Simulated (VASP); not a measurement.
Consider the following.

```
AuCu3
1.0
    3.92368     0.00000     0.00000
    0.00000     3.92368     0.00000
    0.00000     0.00000     3.92368
Cu Au
3 1
Direct
  0.00000   0.50000   0.50000
  0.50000   0.00000   0.50000
  0.50000   0.50000   0.00000
  0.00000   0.00000   0.00000
```

Method: vdW-DF2, VASP's PBE PAW potentials (set 64) (plane waves; VASP). Numerical set-up: 520 eV cut-off, Gaussian smearing of 0.050 eV, potentials Cu Au.

Unless said otherwise, spin-orbit coupling is left out, though it shifts the bands of the heavy elements here.

### Question
Estimate the band gap (along the path) with the smallest direct gap where there is one.

### Answer

| Item | Result |
|---|---|
| band gap (along the path) | none (metal, semimetal or under 0.01 eV) |

Total energies compare only between runs with the same potentials, cut-off and functional.

The compound is Cu3Au in the L1_2 structure. It was relaxed first, which changed the volume by +15 %.
